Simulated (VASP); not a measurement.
Input:

```
CELL_PARAMETERS angstrom
      0.00000     2.67905     2.72461
      2.73721     0.00000     2.72461
      2.73721     2.67905     0.00000
ATOMIC_POSITIONS crystal
  Ca 0.00000 0.00000 0.00000
  F  0.25000 0.25000 0.25000
  F  0.73699 0.76301 0.76301
```

Level of theory: PBE GGA, VASP's PBE PAW potentials (set 64) (plane waves; VASP 6.6.1). Settings: 520 eV cut-off, KSPACING 0.6 per Å, Gaussian smearing of 0.050 eV, potentials Ca_sv F.

### Question
What does the run give for the energy per atom (σ→0), pressure, largest force?

### Answer

- energy per atom (σ→0): -5.765 eV/atom
- pressure: 4.45 GPa
- largest force: 0.352 eV/Å

Total energies compare only between runs with the same potentials, cut-off and functional.

The compound is CaF2 in the fluorite structure. The cell was not relaxed at this level, atoms are displaced from their ideal sites. The run is one of a series of settings (KGAMMA = .TRUE., KSPACING = 0.6, KPOINTS file removed against the base run), some of them coarse on purpose.
